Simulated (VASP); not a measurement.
# F2AlSeH in VASP: a series of runs

Aim: see how the results for F2AlSeH move with the level of theory and the settings. Levels: PBE, PBE+TS. Tasks: single point, relaxation of the atoms, atomic charges.

All numbers are computed with VASP 6.6.1; they aren't measurements. Logs are shortened: lines on timing, memory, paths and dates and some standing lists are left out, and cuts for length are marked.

### 1 The structure

The cell holds a molecule in a box, 5 atoms: a = 12.000 Å, b = 12.000 Å, c = 13.000 Å, α = 90.00°, β = 90.00°, γ = 90.00°.

### 2 Single point, PBE (atoms moved at random, drawn with an rms of 0.05 Å)

INCAR reads:

```
SYSTEM = AlHSeF2
ALGO     = Normal         ! electronic algorithm
EDIFF    = 1E-6           ! SCF threshold, eV
ENCUT    = 520            ! plane-wave cutoff, eV
GGA      = PE             ! functional
ISIF     = 2              ! what is computed and relaxed
ISMEAR   = 0              ! smearing method
LASPH    = .True.         ! aspherical terms in the spheres
LCHARG   = .False.        ! write CHGCAR
LREAL    = .False.        ! projectors in reciprocal space
LWAVE    = .False.        ! write WAVECAR
NBANDS   = 20             ! bands
NELM     = 60             ! most SCF steps
PREC     = Accurate       ! precision mode
SIGMA    = 0.01           ! smearing width, eV
```

KPOINTS reads:

```
k-points
0
Gamma
  1 1 1
  0 0 0
```

POSCAR reads:

```
AlHSeF2
1.0
   12.0000000000      0.0000000000      0.0000000000
    0.0000000000     12.0000000000      0.0000000000
    0.0000000000      0.0000000000     13.0000000000
F Al Se H
2 1 1 1
Direct
    0.5740590000      0.4750490000      0.6412540000
    0.6035190000      0.4110740000      0.4381460000
    0.5336880000      0.4858740000      0.5196310000
    0.3943120000      0.5957750000      0.4685610000
    0.4115220000      0.5636000000      0.3602390000
```

Potentials or basis: VASP PAW PBE potentials, release 64 (F, Al, Se, H).

Run with:

```sh
$ cat potpaw_PBE.64/F/POTCAR potpaw_PBE.64/Al/POTCAR potpaw_PBE.64/Se/POTCAR potpaw_PBE.64/H/POTCAR > POTCAR
$ mpirun -np 1 vasp_gam > vasp.out
```

OUTCAR:

```text
SYSTEM = AlHSeF2
   EDIFF = 1E-6
   ENCUT = 520
   GGA = PE
   ISIF = 2
   ISMEAR = 0
   LASPH = .True.
   LREAL = .False.
   NELM = 60
   PREC = Accurate

 ion  position               nearest neighbor table
   1  0.574  0.475  0.641-   3 1.66
   2  0.604  0.411  0.438-   3 1.62
   3  0.534  0.486  0.520-   2 1.62   1 1.66   4 2.23
   4  0.394  0.596  0.469-   5 1.47   3 2.23
   5  0.412  0.564  0.360-   4 1.47

  LATTYP: Found a simple tetragonal cell.
 ALAT       =    12.0000000000
 C/A-ratio  =     1.0833333333

  Lattice vectors:

 A1 = (  12.0000000000,   0.0000000000,   0.0000000000)
 A2 = (   0.0000000000,  12.0000000000,   0.0000000000)
 A3 = (   0.0000000000,   0.0000000000,  13.0000000000)

Analysis of symmetry for initial positions (statically):
=====================================================================
 Subroutine PRICEL returns:
 Original cell was already a primitive cell.

 Routine SETGRP: Setting up the symmetry group for a
 simple tetragonal supercell.

 Subroutine GETGRP returns: Found  1 space group operations
 (whereof  1 operations were pure point group operations)
 out of a pool of 16 trial point group operations.

The static configuration has the point symmetry C_1 .

Analysis of symmetry for dynamics (positions and initial velocities):
=====================================================================
 Subroutine PRICEL returns:
 Original cell was already a primitive cell.

 Routine SETGRP: Setting up the symmetry group for a
 simple tetragonal supercell.

 Subroutine GETGRP returns: Found  1 space group operations
 (whereof  1 operations were pure point group operations)
 out of a pool of 16 trial point group operations.

The dynamic configuration has the point symmetry C_1 .

 Subroutine INISYM returns: Found  1 space group operations
 (whereof  1 operations are pure point group operations),
 and found     1 'primitive' translations

----------------------------------------------------------------------------------------

                                     Primitive cell

  volume of cell :    1872.0000

  direct lattice vectors                    reciprocal lattice vectors
    12.000000000  0.000000000  0.000000000     0.083333333  0.000000000  0.000000000
     0.000000000 12.000000000  0.000000000     0.000000000  0.083333333  0.000000000
     0.000000000  0.000000000 13.000000000     0.000000000  0.000000000  0.076923077

  length of vectors
    12.000000000 12.000000000 13.000000000     0.083333333  0.083333333  0.076923077

  position of ions in fractional coordinates (direct lattice)
     0.574059000  0.475049000  0.641254000
     0.603519000  0.411074000  0.438146000
     0.533688000  0.485874000  0.519631000
     0.394312000  0.595775000  0.468561000
     0.411522000  0.563600000  0.360239000

  ion indices of the primitive-cell ions
   primitive index   ion index
                 1           1
                 2           2
                 3           3
                 4           4
                 5           5

----------------------------------------------------------------------------------------

 KPOINTS: k-points

Automatic generation of k-mesh.
 Grid dimensions read from file:
 generate k-points for:    1    1    1

 Generating k-lattice:

  Cartesian coordinates                     Fractional coordinates (reciprocal lattice)
     0.083333333  0.000000000  0.000000000     1.000000000  0.000000000  0.000000000
     0.000000000  0.083333333  0.000000000     0.000000000  1.000000000  0.000000000
     0.000000000  0.000000000  0.076923077     0.000000000  0.000000000  1.000000000

  Length of vectors
     0.083333333  0.083333333  0.076923077

  Shift w.r.t. Gamma in fractional coordinates (k-lattice)
     0.000000000  0.000000000  0.000000000

 Subroutine IBZKPT returns following result:
 ===========================================

 Found      1 irreducible k-points:

 Following reciprocal coordinates:
            Coordinates               Weight
  0.000000  0.000000  0.000000      1.000000
   k-points           NKPTS =      1   k-points in BZ     NKDIM =      1   number of bands    NBANDS=     20
   number of dos      NEDOS =    301   number of ions     NIONS =      5
   total plane-waves  NPLWV = 793800
   dimension x,y,z NGX =    90 NGY =   90 NGZ =   98
   dimension x,y,z NGXF=   180 NGYF=  180 NGZF=  196
   ions per type =               2   1   1   1
   NGX,Y,Z   is equivalent  to a cutoff of  12.47, 12.47, 12.53 a.u.
   NGXF,Y,Z  is equivalent  to a cutoff of  24.94, 24.94, 25.06 a.u.
 SYSTEM =  AlHSeF2
   PREC   = accura    normal or accurate (medium, high low for compatibility)
   ISTART =      0    job   : 0-new  1-cont  2-samecut
   ICHARG =      2    charge: 1-file 2-atom 10-const
   ISPIN  =      1    spin polarized calculation?
   LNONCOLLINEAR =      F non collinear calculations
   LSORBIT =      F    spin-orbit coupling
   LASPH  =      T    aspherical Exc in radial PAW
   ENCUT  =  520.0 eV  38.22 Ry    6.18 a.u.  22.31 22.31 24.17*2*pi/ulx,y,z
   NELM   =     60;   NELMIN=  2; NELMDL= -5     # of ELM steps
   EDIFF  = 0.1E-05   stopping-criterion for ELM
   LREAL  =      F    real-space projection
   EDIFFG = 0.1E-04   stopping-criterion for IOM
   NSW    =      0    number of steps for IOM
   IBRION =     -1    ionic relax: 0-MD 1-quasi-New 2-CG
   NFREE  =      0    steps in history (QN), initial steepest desc. (CG)
   ISIF   =      2    stress and relaxation
   ISYM   =      2    0-nonsym 1-usesym 2-fastsym
   POTIM  = 0.5000    time-step for ionic-motion
   TEBEG  =    0.0;   TEEND  =   0.0 temperature during run
   PSTRESS=    0.0 pullay stress
   NELECT =      24.0000    total number of electrons
   NUPDOWN=      -1.0000    fix difference up-down
   EMIN   =  10.00;   EMAX   =-10.00  energy-range for DOS
   EFERMI =   0.00;   METHOD = LEGACY
   ISMEAR =     0;   SIGMA  =   0.01  broadening in eV -4-tet -1-fermi 0-gaus
   EFERMI_NEDOS =   21; number of points for ismear=-14 and -15
   IALGO  =     38    algorithm
   IMIX   =      4    mixing-type and parameters
     AMIX     =   0.40;   BMIX     =  1.00
     AMIX_MAG =   1.60;   BMIX_MAG =  1.00
  volume/ion in A,a.u.               =     374.40      2526.58
  Fermi-wavevector in a.u.,A,eV,Ry     =   0.383157  0.724062  1.997460  0.146809
  Thomas-Fermi vector in A             =   1.319904
   LORBIT       =      0    0 simple, 1 ext, 2 COOP (PROOUT), +10 PAW based schemes
   GGA     = PE    functional components
   LHFCALC =     F    Hartree Fock is set to
   AEXX    =    0.0000 exact exchange contribution
   IVDW    =     0    specifies the selected vdW correction
   LEPSILON=     F    determine dielectric tensor
   LRPA    =     F    only Hartree local field effects (RPA)
 non-spin polarized calculation
 Gauss-broadening in eV      SIGMA  =   0.01
  energy-cutoff  :      520.00
  volume of cell :     1872.00
 maximum number of plane-waves:     25235
 NGX is ok and might be reduce to    90
   NGX = 45   NGY = 45   NGZ = 49

 number of electron      24.0000008 magnetization

 Free energy of the ion-electron system (eV)
  ---------------------------------------------------
  ext. energy  EPLUGINS =         0.00000000
  ---------------------------------------------------
  free energy    TOTEN  =       -22.43053415 eV

  energy without entropy =      -22.43053415  energy(sigma->0) =      -22.43053415

 E-fermi :  -6.5404     XC(G=0):  -0.7594

 val. band max:       -6.5922926850   @ k =   0.0000   0.0000   0.0000
 cond. band min:      -1.8463879140   @ k =   0.0000   0.0000   0.0000
 fundamental gap:      4.7459047709
 Fermi energy:        -6.5404145686

 k-point     1 :       0.0000    0.0000    0.0000
  band No.  band energies     occupation
      1     -28.7752      2.00000
      2     -28.4742      2.00000
      3     -18.2847      2.00000
      4     -11.4553      2.00000
      5     -10.5018      2.00000
      6     -10.0676      2.00000
[... 12 lines left out ...]
     19       0.8085      0.00000
     20       0.8613      0.00000

------------------------ aborting loop because EDIFF is reached ----------------------------------------

  FORCE on cell =-STRESS in cart. coord.  units (eV):
  Direction    XX          YY          ZZ          XY          YZ          ZX
  --------------------------------------------------------------------------------------
  -------------------------------------------------------------------------------------
  Total        1.5557816      1.2904037      1.1466736     -1.4979761      0.6215042     -0.4820069
  in kB        1.3315374      1.1044100      0.9813966     -1.2820638      0.5319231     -0.4125323
  external PRESSURE =       1.1391147 kB  Pullay stress =       0.0000000 kB

 VOLUME and BASIS-vectors are now :
 -----------------------------------------------------------------------------
  energy-cutoff  :      520.00
  volume of cell :     1872.00
      direct lattice vectors                 reciprocal lattice vectors
    12.000000000  0.000000000  0.000000000     0.083333333  0.000000000  0.000000000
     0.000000000 12.000000000  0.000000000     0.000000000  0.083333333  0.000000000
     0.000000000  0.000000000 13.000000000     0.000000000  0.000000000  0.076923077

 POSITION                                       TOTAL-FORCE (eV/Angst)
 -----------------------------------------------------------------------------------
      6.88871      5.70059      8.33630        -0.141945      0.120268      0.059752
      7.24223      4.93289      5.69590         0.573270     -0.639711     -0.832371
      6.40426      5.83049      6.75520         0.300455     -0.077366      0.898629
      4.73174      7.14930      6.09129        -0.826765      0.704296      0.002142
      4.93826      6.76320      4.68311         0.094985     -0.107486     -0.128153
 -----------------------------------------------------------------------------------
    total drift:                                0.001246     -0.000027     -0.003196

  FREE ENERGIE OF THE ION-ELECTRON SYSTEM (eV)
  ---------------------------------------------------
  free  energy   TOTEN  =       -22.4305341549 eV

  energy  without entropy=      -22.4305341549  energy(sigma->0) =      -22.43053415
```

It took 89 s on 1 thread of AMD EPYC 9R45 (Zen 5), shared host; peak memory 1.2 GiB.

What came out:

```
Free energy                     : -22.4305 eV
Largest force                   : 1.196 eV/Å
Gap between the frontier levels : 4.75 eV
```

Forces in eV/Å, atoms in the order of the input:
```
F   -0.142  0.120  0.060
F    0.573 -0.640 -0.832
Al   0.300 -0.077  0.899
Se  -0.827  0.704  0.002
H    0.095 -0.107 -0.128
```

### 3 Relaxation of the atoms, PBE (atoms moved at random, drawn with an rms of 0.02 Å)

INCAR reads:

```
  PREC = Accurate
  ENCUT = 520
  EDIFF = 1E-7
  ISMEAR = 0
  SIGMA = 0.01
  LREAL = F
  LASPH = T
  NELM = 80
  ALGO = Normal
  ISIF = 2
  LWAVE = F
  LCHARG = F
  GGA = PE
  IBRION = 2
  NSW = 60
  EDIFFG = -0.01
```

KPOINTS reads:

```
Automatic mesh
0
Gamma
  1 1 1
```

POSCAR reads:

```
AlHSeF2
1.0
   12.0000000000      0.0000000000      0.0000000000
    0.0000000000     12.0000000000      0.0000000000
    0.0000000000      0.0000000000     13.0000000000
F Al Se H
2 1 1 1
Direct
    0.5725990000      0.4752210000      0.6427770000
    0.6073390000      0.4061880000      0.4368990000
    0.5384180000      0.4833640000      0.5208370000
    0.3958670000      0.5959180000      0.4689540000
    0.4123070000      0.5624230000      0.3618570000
```

Potentials or basis: VASP PAW PBE potentials, release 64 (F, Al, Se, H).

Run with:

```sh
$ cat potpaw_PBE.64/F/POTCAR potpaw_PBE.64/Al/POTCAR potpaw_PBE.64/Se/POTCAR potpaw_PBE.64/H/POTCAR > POTCAR
$ mpirun -np 1 vasp_gam > vasp.out
```

Run time: 15 min. Hardware: 1 thread of AMD EPYC 9R45 (Zen 5), shared host; peak memory 1.4 GiB.

It converged, with:

```yaml
Free_energy: -22.4970 eV
Energy_gained_by_relaxing: 2.9 meV/atom
Ionic_steps: 19
Largest_force_after_relaxing: 0.005 eV/Å
Gap_between_the_frontier_levels: 4.45 eV
```

Forces in eV/Å, atoms in the order of the input:
```
F   -0.001 -0.001  0.005
F   -0.001 -0.001 -0.003
Al   0.002  0.003  0.000
Se   0.000  0.000 -0.002
H    0.000  0.000  0.000
```

The path:
| step | energy change (eV) | largest force (eV/Å) | pressure (GPa) |
| --- | --- | --- | --- |
| 1 | 0.0000 | 0.5979 | 0.05 |
| 2 | 0.0018 | 0.8230 | -0.04 |
| 3 | -0.0110 | 0.2323 | 0.01 |
| 4 | -0.0123 | 0.2762 | -0.02 |
| 5 | -0.0130 | 0.1197 | -0.01 |
| 6 | -0.0137 | 0.0606 | -0.01 |
| 7 | -0.0137 | 0.0510 | -0.01 |
| 8 | -0.0139 | 0.0390 | -0.01 |
| 9 | -0.0140 | 0.0516 | -0.01 |
| 10 | -0.0141 | 0.0431 | -0.01 |
| 11 | -0.0143 | 0.0258 | -0.01 |
| 12 | -0.0143 | 0.0242 | -0.01 |
| 13 | -0.0143 | 0.0129 | -0.01 |
| 14 | -0.0143 | 0.0147 | -0.01 |
| 15 | -0.0143 | 0.0131 | -0.01 |
| 16 | -0.0143 | 0.0165 | -0.01 |
| 17 | -0.0143 | 0.0113 | -0.01 |
| 18 | -0.0143 | 0.0111 | -0.01 |
| 19 | -0.0143 | 0.0049 | -0.01 |

Final structure:
```cif
data_structure
_symmetry_space_group_name_H-M 'P 1'
_symmetry_Int_Tables_number 1
_cell_length_a 12.0000
_cell_length_b 12.0000
_cell_length_c 13.0000
_cell_angle_alpha 90.000
_cell_angle_beta 90.000
_cell_angle_gamma 90.000
_cell_volume 1872.00
loop_
_atom_site_label
_atom_site_type_symbol
_atom_site_fract_x
_atom_site_fract_y
_atom_site_fract_z
_atom_site_occupancy
F1 F 0.57219 0.47601 0.64327 1
F2 F 0.60835 0.40564 0.43608 1
Al1 Al 0.53803 0.48239 0.51991 1
Se1 Se 0.39473 0.59746 0.47000 1
H1 H 0.41323 0.56161 0.36207 1
```

Levels at points of the mesh, in eV from the valence-band top:
| k point | band 9 | band 10 | band 11 | band 12 | band 13 | band 14 | band 15 | band 16 |
| --- | --- | --- | --- | --- | --- | --- | --- | --- |
| (0.00, 0.00, 0.00) | -3.03 | -2.74 | -1.58 | 0.00 | 4.45 | 5.37 | 5.46 | 6.70 |

(Part 1 of 2 ends here.)
